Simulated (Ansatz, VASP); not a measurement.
KAl3O in VASP and in Ansatz

```
K Al O
1.0
     3.80438    0.00000    0.00000
     0.00000    3.80438    0.00000
     0.00000    0.00000    8.13113
K Al O
1 3 1
Direct
  0.50000 0.50000 0.81258
  0.00000 0.50000 0.36066
  0.00000 0.00000 0.11751
  0.50000 0.00000 0.36066
  0.00000 0.00000 0.91027
```

Change from the starting cell: species swapped into the CsInBr3 type (P4mm, No. 99).

Alike in both runs: functional PBE; k mesh 10 × 10 × 6; occupations gaussian, width 0.1 eV; no spin polarisation.

Ansatz relaxed the structure, and its values are those at the end. VASP's run is a single point on that final structure, the one shown.

|  | VASP | Ansatz |
| --- | --- | --- |
| version | VASP 6.6.1 | Ansatz 0.2.0 |
| potentials or method | VASP PAW PBE potentials, release 64 (K_sv, Al, O) | scalar-relativistic, plane waves, PAW |
| plane-wave cutoff (eV) | 520 | 420 |
| valence electrons in the cell | 24 | 24 |

VASP gave:

- gap on the k mesh at the Fermi level (eV): none
- pressure (GPa): 0.1
- rms of the force components (eV/Å): 0.030

**Question.** Estimate Ansatz's values.

**Answer.** gap on the k mesh at the Fermi level (eV): none; pressure (GPa): 0.0; rms of the force components (eV/Å): 0.002.

A gap of «none» marks a metal or a gap that the smearing closes.
